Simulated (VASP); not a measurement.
Given:

```
Ir
1.0
    0.00000     1.92121     1.92121
    1.92121     0.00000     1.92121
    1.92121     1.92121     0.00000
Ir
1
Direct
  0.00000   0.00000   0.00000
```

Calculation: PBE GGA with D3 dispersion (Becke-Johnson damping), VASP's PBE PAW potentials (set 64) (plane waves; VASP 6.6.1). Settings: 530 eV cut-off, 15×15×15 Γ-centred mesh, first-order Methfessel-Paxton smearing of 0.10 eV, potentials Ir.

Finite-difference elastic constants of metals are sensitive to mesh and smearing; shear constants can be off by tens of GPa.

### Question
Give the elastic stiffness tensor with the ions relaxed (GPa, in the frame of the cell).

### Answer

|  | xx | yy | zz | yz | xz | xy |
|---|---|---|---|---|---|---|
| xx | 638 | 247 | 247 | 0.0 | 0.0 | 0.0 |
| yy | 247 | 638 | 247 | 0.0 | 0.0 | 0.0 |
| zz | 247 | 247 | 638 | 0.0 | 0.0 | 0.0 |
| yz | 0.0 | 0.0 | 0.0 | 269 | 0.0 | 0.0 |
| xz | 0.0 | 0.0 | 0.0 | 0.0 | 269 | 0.0 |
| xy | 0.0 | 0.0 | 0.0 | 0.0 | 0.0 | 269 |

### Question
Predict the Hill bulk modulus, Hill shear modulus, Young's modulus, Poisson's ratio.

### Answer

```
Property               Result
------------------  ---------
Hill bulk modulus     377 GPa
Hill shear modulus    237 GPa
Young's modulus     5870 kbar
Poisson's ratio         0.241
```

The structure comes from a measured Ir entry (Fm-3m) of the Crystallography Open Database, whose conditions weren't checked. It was relaxed first.
